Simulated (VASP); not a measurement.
These are optB86b-vdW, VASP's PBE PAW potentials (set 64) (plane waves; VASP 6.6.1) values and carry that method's errors.

VASP input:

### KPOINTS
```
Automatic mesh
0
Gamma
8 8 6
0 0 0
```

POSCAR:
```
NiSb
1
    1.9733975381    -3.4180249648     0.0000000000
    1.9733975381     3.4180249648     0.0000000000
    0.0000000000     0.0000000000     5.1456614495
Ni Sb
2 2
Direct
  0.0000000000   0.0000000000   0.5000000000
  0.0000000000   0.0000000000   0.0000000000
  0.3333330000   0.6666670000   0.2500000000
  0.6666670000   0.3333330000   0.7500000000
```

**INCAR**
```
! general
SYSTEM   = NiSb
PREC     = Accurate
ENCUT    = 520
LREAL    = .FALSE.
LASPH    = .TRUE.

! electronic loop
EDIFF    = 1E-6
NELM     = 100
ALGO     = Normal
LMAXMIX  = 4

! smearing
ISMEAR   = 1
SIGMA    = 0.1

! functional
GGA      = MK
LUSE_VDW = .TRUE.
AGGAC    = 0.0
PARAM1   = 0.1234
PARAM2   = 1.0

! ions
IBRION   = 2
NSW      = 60
ISIF     = 3
EDIFFG   = -0.02

! output
LWAVE    = .FALSE.
LCHARG   = .FALSE.
```

POTCAR, in this order: Ni Sb (PBE.64 set). Program: vasp_std.

What VASP printed:

### OSZICAR
```
       N       E                     dE             d eps       ncg     rms          rms(c)
DAV:   1     0.177993925311E+03    0.17799E+03   -0.12535E+04  1520   0.161E+03
DAV:   2    -0.334763859656E+01   -0.18134E+03   -0.17630E+03  1529   0.320E+02
DAV:   3    -0.124975743756E+02   -0.91499E+01   -0.88422E+01  1736   0.885E+01
DAV:   4    -0.127679385369E+02   -0.27036E+00   -0.26899E+00  1674   0.142E+01
DAV:   5    -0.127770924226E+02   -0.91539E-02   -0.91517E-02  1923   0.278E+00    0.128E+01
DAV:   6    -0.153771489188E+02   -0.26001E+01   -0.33610E+01  1660   0.105E+02    0.169E+01
DAV:   7    -0.114629197923E+02    0.39142E+01   -0.12607E+01  1652   0.742E+01    0.366E+00
DAV:   8    -0.115144838984E+02   -0.51564E-01   -0.15071E+00  2080   0.114E+01    0.261E+00
DAV:   9    -0.114552157105E+02    0.59268E-01   -0.23697E-01  1729   0.859E+00    0.619E-01
DAV:  10    -0.114557483459E+02   -0.53264E-03   -0.75610E-03  1612   0.780E-01    0.487E-01
DAV:  11    -0.114553244342E+02    0.42391E-03   -0.75182E-04  1776   0.221E-01    0.151E-01
DAV:  12    -0.114550992325E+02    0.22520E-03   -0.72674E-04  2129   0.455E-01    0.418E-02
DAV:  13    -0.114551053917E+02   -0.61592E-05   -0.76067E-05  1619   0.643E-02    0.351E-02
DAV:  14    -0.114551057829E+02   -0.39118E-06   -0.41112E-06  1550   0.232E-02
   1 F= -.11455106E+02 E0= -.11455555E+02  d E =-.114551E+02
       N       E                     dE             d eps       ncg     rms          rms(c)
DAV:   1    -0.114601742563E+02   -0.50689E-02   -0.52479E-02  1655   0.378E+00    0.681E-01
DAV:   2    -0.114709591596E+02   -0.10785E-01   -0.12506E-01  1692   0.666E+00    0.108E+00
DAV:   3    -0.114550843842E+02    0.15875E-01   -0.56897E-02  1673   0.464E+00    0.111E-01
DAV:   4    -0.114550411801E+02    0.43204E-04   -0.18278E-03  1561   0.282E-01    0.552E-02
DAV:   5    -0.114549977903E+02    0.43390E-04   -0.10695E-04  1975   0.183E-01    0.171E-02
DAV:   6    -0.114549970000E+02    0.79033E-06   -0.14058E-05  1738   0.264E-02    0.639E-03
DAV:   7    -0.114549968395E+02    0.16051E-06   -0.75507E-07   790   0.151E-02
   2 F= -.11454997E+02 E0= -.11455478E+02  d E =0.108943E-03
       N       E                     dE             d eps       ncg     rms          rms(c)
DAV:   1    -0.114576695989E+02   -0.26726E-02   -0.26064E-02  1655   0.266E+00    0.478E-01
DAV:   2    -0.114629610615E+02   -0.52915E-02   -0.57340E-02  1686   0.466E+00    0.755E-01
DAV:   3    -0.114551636751E+02    0.77974E-02   -0.26674E-02  1676   0.329E+00    0.750E-02
DAV:   4    -0.114551544804E+02    0.91947E-05   -0.94521E-04  1564   0.186E-01    0.450E-02
DAV:   5    -0.114551278918E+02    0.26589E-04   -0.53622E-05  1900   0.134E-01    0.155E-02
DAV:   6    -0.114551268089E+02    0.10830E-05   -0.64028E-06  1542   0.176E-02    0.805E-03
DAV:   7    -0.114551258134E+02    0.99543E-06   -0.10985E-06   772   0.204E-02
   3 F= -.11455126E+02 E0= -.11455586E+02  d E =-.200306E-04
```

File OUTCAR:
```
------------------------ aborting loop because EDIFF is reached ----------------------------------------
  FORCE on cell =-STRESS in cart. coord.  units (eV):
  Direction    XX          YY          ZZ          XY          YZ          ZX
  --------------------------------------------------------------------------------------
  Total        0.0069246      0.0069246     -0.0738270      0.0000000     -0.0000000      0.0000000
  in kB        0.1596847      0.1596847     -1.7024871      0.0000000     -0.0000000      0.0000000
  external PRESSURE =      -0.4610392 kB  Pullay stress =       0.0000000 kB
  volume of cell :       69.48
      direct lattice vectors                 reciprocal lattice vectors
     1.974208347 -3.419429328 -0.000000000     0.253266075 -0.146223230 -0.000000000
     1.974208347  3.419429328  0.000000000     0.253266075  0.146223230  0.000000000
     0.000000000 -0.000000000  5.145949256     0.000000000 -0.000000000  0.194327606
 POSITION                                       TOTAL-FORCE (eV/Angst)
 -----------------------------------------------------------------------------------
      0.00000     -0.00000      2.57297        -0.000000      0.000000      0.000000
      0.00000      0.00000     -0.00000        -0.000000      0.000000      0.000000
      1.97421      1.13981      1.28649         0.000000     -0.000000      0.000000
      1.97421     -1.13981      3.85946         0.000000     -0.000000     -0.000000
 -----------------------------------------------------------------------------------
    total drift:                                0.000000      0.000000      0.000000
  FREE ENERGIE OF THE ION-ELECTRON SYSTEM (eV)
  ---------------------------------------------------
  free  energy   TOTEN  =       -11.4551258134 eV

  energy  without entropy=      -11.4565054228  energy(sigma->0) =      -11.45558568

 reached required accuracy - stopping structural energy minimisation
```
(Selected blocks of OUTCAR.)

File CONTCAR:
```
NiSb
   1.00000000000000
     1.9742083474889820   -3.4194293280606955   -0.0000000000000000
     1.9742083474889820    3.4194293280606955    0.0000000000000000
     0.0000000000000000   -0.0000000000000000    5.1459492561242852
  Ni              Sb
     2     2
Direct
     0.0000000000000000    0.0000000000000000    0.5000000000000000
     0.0000000000000000    0.0000000000000000    0.0000000000000000
     0.3333330000000032    0.6666669999999968    0.2500000000000000
     0.6666669999999968    0.3333330000000032    0.7500000000000000
```

The compound is NiSb in the NiAs type structure. This run relaxes it. Symmetry was kept, so distortions that lower it aren't found. The start is the result of an earlier pass. The run is not spin-polarised, so no magnetic state was tried.
